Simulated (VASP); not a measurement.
# CoSn with PBE: from relaxation to properties, part 9 of 9

Aim: relax CoSn with PBE, compute its properties on that cell and hold them against experiment. The start is a computed cell from the Materials Project.

VASP 6.6.1, plane waves and PAW; the level of theory is named at each step.

So far. Step 12 (Density of states (PBE)): The finer mesh and the other smearing move the Fermi level by +0.05 eV from the 6×6×6 run, one measure of the sampling error in the zero of the bands above. Of the states within 0.3 eV of the Fermi level, the largest shares in the PAW spheres are Co d 76 % and Sn p 6 %. The rest lies in smaller channels or between the spheres. The relaxed cell has a = 5.294, c = 4.228 Å (conventional setting).

**14. Band structure (PBE + SOC)**

This step: PBE, spin-orbit coupling, no spin polarisation; plane waves and PAW (Co, Sn_d) (VASP 6.6.1).

The mesh alone shows little of the dispersion and can miss band extrema, so KPOINTS_OPT adds a path through the symmetry points after the self-consistent cycle. Spin-orbit coupling needs spinors and the noncollinear program, where each band holds one electron.

The input, INCAR:

```
SYSTEM = CoSn
PREC = Accurate
ENCUT = 400
EDIFF = 1E-06
NELM = 100
ISMEAR = 1
SIGMA = 0.2
LREAL = .FALSE.
ALGO = Normal
GGA = PE
LNONCOLLINEAR = .TRUE.
MAGMOM = 0 0 -0 0 0 -0 0 0 -0 0 0 0 0 0 0 0 0 0
NBANDS = 84
GGA_COMPAT = .FALSE.
LASPH = .TRUE.
LSORBIT = .TRUE.
LORBMOM = .TRUE.
ISYM = -1
LMAXMIX = 4
LORBIT = 11
LWAVE = .FALSE.
LCHARG = .FALSE.
KPAR = 8
```

The input, POSCAR:

```
CoSn
1.0
    5.2937248327      0.0000000000      0.0000000000
   -2.6468624163      4.5845001857      0.0000000000
    0.0000000000      0.0000000000      4.2276606844
Co Sn
3 3
Direct
    0.0000000000      0.5000000000      0.0000000000
    0.5000000000      0.5000000000      0.0000000000
    0.5000000000      0.0000000000      0.0000000000
    0.6666666700      0.3333333300      0.5000000000
    0.3333333300      0.6666666700      0.5000000000
    0.0000000000      0.0000000000      0.0000000000
```

The input, KPOINTS:

```
Automatic mesh
0
Gamma
5 5 5
0 0 0
```

The input, KPOINTS_OPT:

```
Line mode
16
Line-mode
Reciprocal
  0.00000000   0.00000000   0.00000000 GAMMA
  0.50000000   0.00000000   0.00000000 M

  0.50000000   0.00000000   0.00000000 M
  0.33333333   0.33333333   0.00000000 K

  0.33333333   0.33333333   0.00000000 K
  0.00000000   0.00000000   0.00000000 GAMMA

  0.00000000   0.00000000   0.00000000 GAMMA
  0.00000000   0.00000000   0.50000000 A

  0.00000000   0.00000000   0.50000000 A
  0.50000000   0.00000000   0.50000000 L

  0.50000000   0.00000000   0.50000000 L
  0.33333333   0.33333333   0.50000000 H

  0.33333333   0.33333333   0.50000000 H
  0.00000000   0.00000000   0.50000000 A

  0.50000000   0.00000000   0.50000000 L
  0.50000000   0.00000000   0.00000000 M

  0.33333333   0.33333333   0.00000000 K
  0.33333333   0.33333333   0.50000000 H
```

PAW data sets: Co and Sn_d (PBE family, release 64).

Run with:

```sh
$ mpirun -np 8 vasp_ncl
```

What it wrote:

```text
[... set-up lines as in an earlier step ...]
 entering main loop
       N       E                     dE             d eps       ncg     rms          rms(c)
DAV:   1     0.740318627627E+03    0.74032E+03   -0.25681E+04 21360   0.226E+03
DAV:   2     0.107306874446E+03   -0.63301E+03   -0.61586E+03 21000   0.644E+02
DAV:   3    -0.255099041726E+02   -0.13282E+03   -0.12652E+03 21084   0.252E+02
DAV:   4    -0.356737630043E+02   -0.10164E+02   -0.99267E+01 23840   0.791E+01
DAV:   5    -0.359812046402E+02   -0.30744E+00   -0.30625E+00 24888   0.134E+01    0.147E+01
DAV:   6    -0.377555375816E+02   -0.17743E+01   -0.31726E+01 26800   0.539E+01    0.161E+01
DAV:   7    -0.336209442439E+02    0.41346E+01   -0.15097E+01 23580   0.415E+01    0.498E+00
DAV:   8    -0.334730949920E+02    0.14785E+00   -0.16876E+00 22508   0.799E+00    0.170E+00
DAV:   9    -0.334465597057E+02    0.26535E-01   -0.19244E-01 25112   0.502E+00    0.105E+00
DAV:  10    -0.334447446619E+02    0.18150E-02   -0.32123E-02 27340   0.261E+00    0.691E-01
DAV:  11    -0.334423548912E+02    0.23898E-02   -0.47144E-03 23856   0.109E+00    0.390E-01
DAV:  12    -0.334430472126E+02   -0.69232E-03   -0.54656E-03 27116   0.115E+00    0.563E-01
DAV:  13    -0.334414405973E+02    0.16066E-02   -0.50002E-03 25420   0.117E+00    0.182E-01
DAV:  14    -0.334413338207E+02    0.10678E-03   -0.58381E-04 28576   0.296E-01    0.357E-02
DAV:  15    -0.334413520352E+02   -0.18215E-04   -0.98670E-05 23288   0.915E-02    0.198E-02
DAV:  16    -0.334413566892E+02   -0.46541E-05   -0.16620E-05 25060   0.410E-02    0.160E-02
DAV:  17    -0.334413606678E+02   -0.39786E-05   -0.63696E-06 24500   0.214E-02    0.185E-02
DAV:  18    -0.334413569653E+02    0.37025E-05   -0.46543E-06 18976   0.225E-02    0.154E-02
DAV:  19    -0.334413508717E+02    0.60937E-05   -0.36635E-05 23660   0.565E-02    0.823E-03
DAV:  20    -0.334413507384E+02    0.13326E-06   -0.23070E-05 24152   0.230E-02    0.340E-03
DAV:  21    -0.334413505924E+02    0.14601E-06   -0.42578E-06 14272   0.141E-02
   1 F= -.33441351E+02 E0= -.33448765E+02  d E =0.222422E-01  mag=     0.0001    -0.0003     0.0006
 Start KPOINTS_OPT (optional k-point list driver)
k-point batch [1-125\144]
       N       E                     dE             ncg
DAV:   1     0.863119746629E+05   -0.61006E+05    21336
DAV:   2     0.817370069841E+04   -0.78138E+05    21000
DAV:   3    -0.779949727746E+04   -0.15973E+05    21288
DAV:   4    -0.902877550020E+04   -0.12293E+04    23852
DAV:   5    -0.906577440861E+04   -0.36999E+02    24716
DAV:   6    -0.906771767555E+04   -0.19433E+01    30044
DAV:   7    -0.906777037349E+04   -0.52698E-01    30672
DAV:   8    -0.906777184839E+04   -0.14749E-02    30464
DAV:   9    -0.906777189765E+04   -0.49253E-04    24264
DAV:  10    -0.906777189961E+04   -0.19591E-05    13476
DAV:  11    -0.906777190032E+04   -0.71424E-06    12468
k-point batch [126-144\144]
       N       E                     dE             ncg
DAV:   1     0.148956867808E+06   -0.15624E+05     3264
DAV:   2     0.137095108203E+06   -0.11862E+05     3192
DAV:   3     0.134723261588E+06   -0.23718E+04     3232
DAV:   4     0.134553072482E+06   -0.17019E+03     3520
DAV:   5     0.134547898926E+06   -0.51736E+01     3712
DAV:   6     0.134547638967E+06   -0.25996E+00     4528
DAV:   7     0.134547631206E+06   -0.77611E-02     4716
DAV:   8     0.134547631037E+06   -0.16934E-03     4552
DAV:   9     0.134547631030E+06   -0.67927E-05     3652
DAV:  10     0.134547631030E+06   -0.28845E-06     2032
```

The job ended after 4 min (8 MPI ranks of Intel Xeon 6975P-C (Granite Rapids), shared host; peak memory 13 GiB).

Parts of OUTCAR (step 14):

```text
   k-points           NKPTS =    125   k-points in BZ     NKDIM =    125   number of bands    NBANDS=     84

   NELECT =      69.0000    total number of electrons

 E-fermi :   9.6930

 k-point     1 :       0.0000    0.0000    0.0000
  band No.  band energies     occupation
    ...
     64       9.3516      1.01825
     65       9.3892      1.02680
     66       9.3897      1.02690
     67       9.4305      1.03441
     68       9.4309      1.03445
     69      10.2401     -0.00038
     70      10.2405     -0.00038
     71      10.3857     -0.00001
     72      10.3861     -0.00001
     73      11.0719     -0.00000
    ...

  Total       -0.1890651     -0.1890405      0.0363507     -0.0000520      0.0000003      0.0000009
  in kB       -2.9523549     -2.9519702      0.5676358     -0.0008125      0.0000040      0.0000133
  external PRESSURE =      -1.7788964 kB  Pullay stress =       0.0000000 kB

 POSITION                                       TOTAL-FORCE (eV/Angst)
 -----------------------------------------------------------------------------------
     -1.32343      2.29225      0.00000         0.000001      0.000001     -0.000000
      1.32343      2.29225      0.00000        -0.000000      0.000000     -0.000000
      2.64686      0.00000      0.00000        -0.000000     -0.000000      0.000000
      2.64686      1.52817      2.11383        -0.000008      0.000007      0.000000
     -0.00000      3.05633      2.11383         0.000007     -0.000009      0.000000
      0.00000      0.00000      0.00000         0.000000      0.000001      0.000000
 -----------------------------------------------------------------------------------
    total drift:                               -0.000002     -0.000002      0.000001

  FREE ENERGIE OF THE ION-ELECTRON SYSTEM (eV)
  ---------------------------------------------------
  free  energy   TOTEN  =       -33.4413505924 eV

  energy  without entropy=      -33.4635928086  energy(sigma->0) =      -33.44876466

 orbital moment (x)

 # of ion     p       d       tot
 ----------------------------------------
  1        -0.000   0.000   0.000
  2         0.000  -0.000  -0.000
  3         0.000  -0.000  -0.000
  4        -0.000   0.000  -0.000
  5        -0.000   0.000  -0.000
  6         0.000  -0.000   0.000
 ----------------------------------------
            0.000   0.000   0.000

 orbital moment (y)

 # of ion     p       d       tot
 ----------------------------------------
  1        -0.000  -0.000  -0.000
  2        -0.000  -0.000  -0.000
  3        -0.000   0.000   0.000
  4        -0.000   0.000  -0.000
  5        -0.000   0.000  -0.000
  6         0.000  -0.000   0.000
 ----------------------------------------
           -0.000  -0.000  -0.000

 orbital moment (z)

 # of ion     p       d       tot
 ----------------------------------------
  1         0.000  -0.000  -0.000
  2        -0.000   0.000   0.000
  3         0.000   0.000   0.000
  4         0.000   0.000   0.000
  5         0.000   0.000   0.000
  6        -0.000  -0.000  -0.000
 ----------------------------------------
            0.000   0.000   0.000

 Spin-Orbit-Coupling matrix elements
 Ion:    1  E_soc:     -0.0176650
 Ion:    2  E_soc:     -0.0176645
 Ion:    3  E_soc:     -0.0176645
 Ion:    4  E_soc:     -0.1029465
 Ion:    5  E_soc:     -0.1029463
 Ion:    6  E_soc:     -0.1062484

 magnetization (x)
# of ion       s       p       d       tot
------------------------------------------
    1        0.000   0.000   0.001   0.001
    2       -0.000  -0.000  -0.000  -0.000
    3       -0.000  -0.000  -0.000  -0.000
    4       -0.000  -0.000  -0.000  -0.000
    5       -0.000  -0.000  -0.000  -0.000
    6        0.000  -0.000   0.000  -0.000
--------------------------------------------------
tot         -0.000  -0.000   0.000   0.000

 magnetization (y)
# of ion       s       p       d       tot
------------------------------------------
    1       -0.000  -0.000  -0.001  -0.001
    2       -0.000  -0.000  -0.000  -0.000
    3        0.000   0.000   0.000   0.000
    4        0.000   0.000   0.000   0.000
    5        0.000   0.000   0.000   0.000
    6       -0.000   0.000  -0.000   0.000
--------------------------------------------------
tot          0.000   0.000  -0.001  -0.001

 magnetization (z)
# of ion       s       p       d       tot
------------------------------------------
    1       -0.000  -0.000  -0.000  -0.000
    2        0.000   0.000   0.001   0.001
    3       -0.000  -0.000   0.000   0.000
    4       -0.000  -0.000  -0.000  -0.000
    5       -0.000  -0.000  -0.000  -0.000
    6        0.000  -0.000   0.000  -0.000
--------------------------------------------------
tot         -0.000  -0.000   0.001   0.001

[... 4 parts as in an earlier step ...]

[... 9 further parts left out ...]
```

Its electron count is odd, so without a moment it is a metal by construction.

Numbers from this step:

```
SCF cycles                                        : 21
bands                                             : 84
irreducible k-points                              : 125
free energy (TOTEN)                               : -33.44 eV
energy at zero smearing                           : -33.45 eV
Fermi energy                                      : 9.693 eV
pressure                                          : -0.1779 GPa
moment of the cell, from the last line of the log : 1.94e-4, -6.78e-4, 5.40e-4 μB
```

On-site spin-orbit energy by atom:

| atom | on-site spin-orbit energy (eV) |
| --- | --- |
| Co1 | -0.018 |
| Co2 | -0.018 |
| Co3 | -0.018 |
| Sn4 | -0.103 |
| Sn5 | -0.103 |
| Sn6 | -0.106 |

Electronic bands along the path, in eV, zero at the Fermi level; # counts the bands kept in this run, so #1 is VASP's band 31:

| point | #35 | #36 | #37 | #38 | #39 | #40 | #41 | #42 |
| --- | --- | --- | --- | --- | --- | --- | --- | --- |
| Γ | -0.30 | -0.30 | -0.26 | -0.26 | 0.55 | 0.55 | 0.69 | 0.69 |
| 0.47 of the way | -0.23 | -0.23 | 0.05 | 0.06 | 0.63 | 0.63 | 1.16 | 1.16 |
| M | -0.30 | -0.30 | 0.78 | 0.79 | 1.09 | 1.09 | 1.73 | 1.73 |
| 0.47 of the way | -0.21 | -0.21 | 0.83 | 0.83 | 1.28 | 1.28 | 1.50 | 1.50 |
| K | -0.11 | -0.11 | 1.14 | 1.14 | 1.33 | 1.33 | 1.46 | 1.46 |
| 0.53 of the way | -0.23 | -0.23 | 0.19 | 0.19 | 0.64 | 0.64 | 1.11 | 1.11 |
| Γ | -0.30 | -0.30 | -0.26 | -0.26 | 0.55 | 0.55 | 0.69 | 0.69 |
| 0.47 of the way | -0.31 | -0.31 | -0.29 | -0.29 | 0.51 | 0.52 | 0.61 | 0.61 |
| A | -0.41 | -0.41 | -0.40 | -0.40 | -0.30 | -0.30 | -0.29 | -0.29 |
| 0.47 of the way | -0.39 | -0.39 | -0.35 | -0.35 | -0.13 | -0.13 | -0.12 | -0.12 |
| L | -0.40 | -0.40 | -0.33 | -0.33 | -0.30 | -0.30 | -0.06 | -0.06 |
| 0.47 of the way | -0.45 | -0.45 | -0.40 | -0.40 | -0.34 | -0.34 | -0.05 | -0.05 |
| H | -0.54 | -0.54 | -0.48 | -0.48 | -0.36 | -0.36 | -0.05 | -0.05 |
| 0.53 of the way | -0.39 | -0.39 | -0.36 | -0.36 | -0.12 | -0.12 | -0.10 | -0.10 |
| A | -0.41 | -0.41 | -0.40 | -0.40 | -0.30 | -0.30 | -0.29 | -0.29 |
| jump to L | -0.40 | -0.40 | -0.33 | -0.33 | -0.30 | -0.30 | -0.06 | -0.06 |
| 0.47 of the way | -0.32 | -0.32 | -0.31 | -0.31 | 0.07 | 0.07 | 0.52 | 0.52 |
| M | -0.30 | -0.30 | 0.78 | 0.79 | 1.09 | 1.09 | 1.73 | 1.73 |
| jump to K | -0.11 | -0.11 | 1.14 | 1.14 | 1.33 | 1.33 | 1.46 | 1.46 |
| 0.47 of the way | -0.10 | -0.10 | 0.11 | 0.11 | 0.17 | 0.17 | 0.41 | 0.41 |
| H | -0.54 | -0.54 | -0.48 | -0.48 | -0.36 | -0.36 | -0.05 | -0.05 |

Of the projections kept (Co, Sn), the largest for each band there, as a share of the weight inside these atoms' spheres; weight between the spheres isn't counted:

| point | #35 | #36 | #37 | #38 | #39 | #40 | #41 | #42 |
| --- | --- | --- | --- | --- | --- | --- | --- | --- |
| Γ | Co 0.99 | Co 0.99 | Co 0.99 | Co 0.99 | Co 0.97 | Co 0.97 | Co 0.85 | Co 0.85 |
| M | Co 0.99 | Co 0.99 | Co 0.96 | Co 0.96 | Co 0.74 | Co 0.74 | Sn 0.54 | Sn 0.54 |
| K | Co 0.99 | Co 0.99 | Co 0.74 | Co 0.74 | Co 0.67 | Co 0.67 | Co 0.68 | Co 0.68 |
| Γ | Co 0.99 | Co 0.99 | Co 0.99 | Co 0.99 | Co 0.97 | Co 0.97 | Co 0.85 | Co 0.85 |
| A | Co 0.99 | Co 0.99 | Co 1.00 | Co 1.00 | Co 0.98 | Co 0.98 | Co 0.99 | Co 0.99 |
| L | Co 0.99 | Co 0.99 | Co 0.87 | Co 0.87 | Co 0.99 | Co 0.99 | Co 0.91 | Co 0.91 |

There is no gap at this level.

**15. A single point (PBE) with a changed input**

This step: PBE, spin-polarised from a zero-moment start; plane waves and PAW (Co, Sn_d) (VASP 6.6.1).

This run is made with a changed input; what comes of it follows.

The input, INCAR:

```
SYSTEM = CoSn
PREC = Accurate
ENCUT = 400
EDIFF = 1E-06
NELM = 67
ISMEAR = 1
SIGMA = 0.2
LREAL = .FALSE.
ALGO = Normal
GGA = PE
NBANDS = 45
ISPIN = 2
MAGMOM = -0 -0 -0 0 0 0
LASPH = .TRUE.
LMAXMIX = 4
LORBIT = 11
LWAVE = .FALSE.
LCHARG = .FALSE.
KPAR = 8
ISIF = 2
NUPDOWN = 60
```

POSCAR is that of step 14.

The input, KPOINTS:

```
Automatic mesh
0
Gamma
6 6 6
0 0 0
```

Run with:

```sh
$ mpirun -np 8 vasp_std
```

What it wrote:

```text
[... set-up lines as in an earlier step ...]
 entering main loop
       N       E                     dE             d eps       ncg     rms          rms(c)
```

Elapsed: 4.6 min, on 8 MPI ranks.

The run was cut off at its time limit.

The fault in the input: moment fixed beyond the electrons or bands at hand (ISPIN = 2 and NUPDOWN = 60). NUPDOWN must fit the electron count, and NBANDS must hold the larger spin.

**16. Results**

```
relaxed volume                            : 17.10 Å³/atom
relaxed conventional cell a, b, c         : 5.294, 5.294, 4.228 Å; angles 90.0, 90.0, 120.0°
space group after relaxing, within 0.02 Å : P6/mmm (No. 191)
moment of the cell                        : 0 μB
band gap                                  : none, a metal
DOS at the Fermi level                    : 3.38 states/eV/cell
highest zone-centre mode                  : 257 cm⁻¹
band gap (PBE + SOC)                      : none, a metal
```

With PBE, CoSn relaxes to 17.10 Å³/atom in space group P6/mmm (held by the symmetry of the run) and comes out as a metal. At PBE the magnetic starts gave no state below the non-magnetic one; other levels were not tested for magnetism. Bands along the symmetry lines (PBE): Of the bands kept, 4 cross the Fermi level on this path. Vibrations at Γ (PBE): The highest mode in this list at Γ, 256.9 cm⁻¹, has its largest share on Co (57 % of the kinetic energy). Band structure (PBE + SOC): Of the bands kept, 8 cross the Fermi level on this path (spinor bands, one electron each). The k-sampling is coarse for a metal, so the Fermi level, pressures and the shape of the cell carry errors. With an odd electron count and no spin the cell is a metal by construction. Modes at Γ alone can't show that the crystal is stable at other wave vectors. No search among competing phases was made, and a listed structure need not be the one stable at ambient conditions. All values are for a static lattice at zero temperature.

Comparison with the measured values:

| quantity | measured | PBE, zero-moment start |
| --- | --- | --- |
| lattice constant a (Å) | 5.26926 | 5.294 (+0.5 %) |
| lattice constant c (Å) | 4.2431 | 4.228 (-0.4 %) |

Measured values from arxiv:2005.14119 (2020).

Verdict: The lattice constant a is off by +0.5 %. The lattice constant c is off by -0.4 %. The magnetic state of these runs (no moments) need not be that of the sample, so the match is not graded. For lattice constants the calculation has a static lattice, without zero-point motion or thermal expansion (measured at up to 15 K).

[Lines on the potential files, build, host, timing and source positions are cut from VASP's logs without a mark.]

[Logs are printed without paths, hosts, clocks, repeated set-up lines and the standing remarks that a program may print on its own settings, such as how far it seeks lower states.]

[Hosts, paths, dates, database ids (printed as entryN), source tags and the programs' standing remarks are cut or masked in the printed files.]

[A measured line is paired with the nearest computed mode of its activity, which favours agreement.]

[In band tables of VASP the shares of atoms and orbitals are scaled to a sum of 1 inside the atoms' spheres.]
